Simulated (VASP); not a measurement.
Consider the following.

```
CELL_PARAMETERS angstrom
      3.79760     0.00000     0.00000
     -1.89880     3.28881     0.00000
      0.00000     0.00000     6.22695
ATOMIC_POSITIONS crystal
  Al 0.33333 0.66667 0.99992
  Al 0.66667 0.33333 0.49992
  P  0.33333 0.66667 0.37508
  P  0.66667 0.33333 0.87508
```

These are PBEsol GGA, VASP's PBE PAW potentials (set 64) (plane waves; VASP 6.6.1) values and carry that method's errors. Settings: 500 eV cut-off, 7×7×4 Γ-centred mesh, Gaussian smearing of 0.050 eV, potentials Al P.

Problem. Estimate the energy per atom (σ→0), pressure.

Solution. 
```yaml
energy per atom (σ→0): -5.479 eV/atom
pressure: 49.7 kbar
```

The absolute energy has meaning only against runs of the same code, potentials and settings.

The structure was generated: AlP was put into the wurtzite type (P6_3mc), which need not be its known phase. It was relaxed first under an external pressure of 5 GPa.
